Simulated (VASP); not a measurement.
Here is the system:

```
CELL_PARAMETERS angstrom
     -2.83621     2.83621     2.83621
      2.83621    -2.83621     2.83621
      2.83621     2.83621    -2.83621
ATOMIC_POSITIONS crystal
  Rb 0.00000 0.00000 0.00000
```

Level of theory: PBE GGA with spin-orbit coupling, VASP's PBE PAW potentials (set 64) (plane waves; VASP). Settings: 400 eV cut-off, 8×8×8 Γ-centred mesh, Gaussian smearing of 0.050 eV, potentials Rb_sv.

Question: Predict the energy per atom (σ→0), band gap (over mesh and band path) with the smallest direct gap where there is one.

Answer: 
```
Item                                                                   Value
----------------------------------  ----------------------------------------
band gap (over mesh and band path)  none (metal, semimetal or under 0.01 eV)
energy per atom (σ→0)                                         -0.956 eV/atom
```

Only differences to runs with the same potentials and settings are physical.

The compound is Rb in the bcc structure. It was relaxed first.
